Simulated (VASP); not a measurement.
Given:

```
CELL_PARAMETERS angstrom
      1.25500    -2.17372     0.00000
      1.25500     2.17372     0.00000
      0.00000     0.00000     4.07000
ATOMIC_POSITIONS crystal
  Co 0.33333 0.66667 0.25000
  Co 0.66667 0.33333 0.75000
```
Starting moments (μB, in the order of the record's atoms Co Co): 1.8 1.8.

All values below come from AM05 GGA, VASP's PBE PAW potentials (set 64) (plane waves; VASP). Run with 520 eV cut-off, 15×15×8 Γ-centred mesh, first-order Methfessel-Paxton smearing of 0.10 eV, potentials Co.

Energy and stress use the plane-wave basis of the starting cell.

Q: The ions, cell shape and volume are relaxed. Give the cell that the relaxation ends in.

A: 
```
CELL_PARAMETERS angstrom
      1.22619    -2.12382     0.00000
      1.22619     2.12382     0.00000
      0.00000     0.00000     3.95525
ATOMIC_POSITIONS crystal
  Co 0.33333 0.66667 0.25000
  Co 0.66667 0.33333 0.75000
```
Space group P6_3/mmc (194), at a tolerance of 0.03 Å. The cell ends with 3.16 μB, on the sites 1.58 1.58 μB.

Q: How do energy and volume change from the first to the last step?

A: The energy (σ→0) changes by -40.5 meV/atom and the volume by -7.2 %, in 5 ionic steps.

The compound is Co in the hcp structure. This run relaxes it. Symmetry was kept, so distortions that lower it aren't found.
